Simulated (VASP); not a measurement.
All values below come from TPSS meta-GGA, VASP's PBE PAW potentials (set 64) (plane waves; VASP).

VASP input:

**KPOINTS**
```
K-points
0
gamma
16 16 16
0 0 0
```

### POSCAR
```
Pd
1
    0.0000000000     1.9525907246     1.9525907246
    1.9525907246     0.0000000000     1.9525907246
    1.9525907246     1.9525907246     0.0000000000
Pd
1
Direct
  0.0000000000   0.0000000000   0.0000000000
```

**INCAR**
```
! general
SYSTEM =Pd
PREC   =Accurate
ENCUT  =520
LREAL  =.False.   ! projection in real space or not
LASPH  =.True.   ! aspherical one-centre terms

! electronic loop
EDIFF  =1E-7
NELM   =100   ! most electronic steps
ALGO   =Normal   ! blocked Davidson
LMAXMIX=4
LMIXTAU=.True.

! smearing
ISMEAR =1
SIGMA  =0.1   ! width (eV)

! functional
METAGGA=TPSS

! ions
ISIF   =2

! output
LWAVE  =.False.
LCHARG =.False.
```

POTCAR, in this order: Pd (PBE.64 set). Program: vasp_std.

What VASP printed:

### OUTCAR
```
 ion  position               nearest neighbor table
   1  0.000  0.000  0.000-
  LATTYP: Found a face centered cubic cell.
 ALAT       =     3.9051814492
 Subroutine PRICEL returns:
 Original cell was already a primitive cell.
 Subroutine GETGRP returns: Found 48 space group operations
The static configuration has the point symmetry O_h .
The dynamic configuration has the point symmetry O_h .
 Subroutine INISYM returns: Found 48 space group operations
 Subroutine IBZKPT returns following result:
 Found    145 irreducible k-points:

 Following reciprocal coordinates:
            Coordinates               Weight
  0.000000  0.000000  0.000000      1.000000
  0.062500  0.000000  0.000000      8.000000
  0.125000  0.000000  0.000000      8.000000
  0.187500  0.000000  0.000000      8.000000
  0.250000  0.000000  0.000000      8.000000
  0.312500  0.000000  0.000000      8.000000
  0.375000  0.000000  0.000000      8.000000
  0.437500  0.000000  0.000000      8.000000
  0.500000  0.000000  0.000000      4.000000
  0.062500  0.062500  0.000000      6.000000
...
```

### OSZICAR
```
       N       E                     dE             d eps       ncg     rms          rms(c)
DAV:   1     0.462352976726E+02    0.46235E+02   -0.58845E+03  2642   0.120E+03
DAV:   2    -0.104412131298E+02   -0.56677E+02   -0.55066E+02  3010   0.258E+02
DAV:   3    -0.113480327966E+02   -0.90682E+00   -0.89161E+00  4036   0.399E+01
DAV:   4    -0.113587397931E+02   -0.10707E-01   -0.10675E-01  3736   0.356E+00
DAV:   5    -0.113588469017E+02   -0.10711E-03   -0.10710E-03  4074   0.350E-01    0.853E+00
DAV:   6    -0.136460616175E+02   -0.22872E+01   -0.61626E+00  2640   0.354E+01    0.352E+00
DAV:   7    -0.130702940493E+02    0.57577E+00   -0.11685E+00  2754   0.109E+01    0.193E+00
DAV:   8    -0.134722686546E+02   -0.40197E+00   -0.93991E-02  2657   0.487E+00    0.150E+00
DAV:   9    -0.135176138848E+02   -0.45345E-01   -0.96687E-02  2853   0.290E+00    0.894E-01
DAV:  10    -0.136999042316E+02   -0.18229E+00   -0.10762E-01  2666   0.350E+00    0.485E-01
DAV:  11    -0.136973183185E+02    0.25859E-02   -0.12359E-02  2688   0.998E-01    0.161E-01
DAV:  12    -0.136971873327E+02    0.13099E-03   -0.19417E-03  2785   0.413E-01    0.540E-02
DAV:  13    -0.136971122506E+02    0.75082E-04   -0.35379E-04  2690   0.198E-01    0.100E-02
DAV:  14    -0.136971834390E+02   -0.71188E-04   -0.56565E-05  2811   0.729E-02    0.163E-02
DAV:  15    -0.136971809008E+02    0.25382E-05   -0.13084E-05  2756   0.420E-02    0.808E-03
DAV:  16    -0.136971799942E+02    0.90665E-06   -0.35930E-06  2858   0.165E-02    0.135E-03
DAV:  17    -0.136971799724E+02    0.21742E-07   -0.71835E-08  1477   0.284E-03
   1 F= -.13697180E+02 E0= -.13697116E+02  d E =-.193095E-03
```

### OUTCAR
```
------------------------ aborting loop because EDIFF is reached ----------------------------------------
  FORCE on cell =-STRESS in cart. coord.  units (eV):
  Direction    XX          YY          ZZ          XY          YZ          ZX
  --------------------------------------------------------------------------------------
  Total       -0.0055610     -0.0055610     -0.0055610     -0.0000000      0.0000000      0.0000000
  in kB       -0.5984098     -0.5984098     -0.5984098     -0.0000000      0.0000000      0.0000000
  external PRESSURE =      -0.5984098 kB  Pullay stress =       0.0000000 kB
  volume of cell :       14.89
      direct lattice vectors                 reciprocal lattice vectors
     0.000000000  1.952590725  1.952590725    -0.256070048  0.256070048  0.256070048
     1.952590725  0.000000000  1.952590725     0.256070048 -0.256070048  0.256070048
     1.952590725  1.952590725  0.000000000     0.256070048  0.256070048 -0.256070048
 POSITION                                       TOTAL-FORCE (eV/Angst)
 -----------------------------------------------------------------------------------
      0.00000      0.00000      0.00000         0.000000      0.000000      0.000000
 -----------------------------------------------------------------------------------
    total drift:                               -0.000000      0.000000      0.000000
  FREE ENERGIE OF THE ION-ELECTRON SYSTEM (eV)
  ---------------------------------------------------
  free  energy   TOTEN  =       -13.6971799724 eV

  energy  without entropy=      -13.6969868772  energy(sigma->0) =      -13.69711561
```
(Selected blocks of OUTCAR.)

File OUTCAR:
```
 val. band max:        9.5844589988   @ k =   0.5000   0.1250   0.0000

 cond. band min:       9.5959787781   @ k =  -0.3125   0.3750   0.1875


 Fermi energy:         9.5950213374

 k-point     1 :       0.0000    0.0000    0.0000
  band No.  band energies     occupation
      1       2.5070      2.00000
      2       6.7856      2.00000
      3       6.7856      2.00000
      4       6.7856      2.00000
      5       8.3520      2.00000
      6       8.3520      2.00000
      7      26.7486      0.00000
      8      31.5137      0.00000
      9      31.5137      0.00000

 k-point     2 :       0.0625    0.0000    0.0000
  band No.  band energies     occupation
      1       2.6480      2.00000
      2       6.7353      2.00000
      3       6.8345      2.00000
      4       6.8345      2.00000
      5       8.3284      2.00000
      6       8.3284      2.00000
      7      26.8950      0.00000
      8      30.5394      0.00000
      9      31.6737      0.00000

 k-point     3 :       0.1250    0.0000    0.0000
  band No.  band energies     occupation
      1       3.0505      2.00000
      2       6.6171      2.00000
      3       6.9559      2.00000
      4       6.9559      2.00000
      5       8.2860      2.00000
      6       8.2860      2.00000
      7      27.1626      0.00000
      8      28.7545      0.00000
      9      32.1202      0.00000

 k-point     4 :       0.1875    0.0000    0.0000
  band No.  band energies     occupation
      1       3.6328      2.00000
      2       6.5416      2.00000
      3       7.0658      2.00000
      4       7.0658      2.00000
      5       8.3138      2.00000
      6       8.3138      2.00000
      7      26.1792      0.00000
      8      27.9413      0.00000
      9      32.7338      0.00000

 k-point     5 :       0.2500    0.0000    0.0000
  band No.  band energies     occupation
      1       4.1823      2.00000
      2       6.7484      2.00000
      3       7.0648      2.00000
...
```

The compound is Pd in the fcc structure. It was relaxed first.
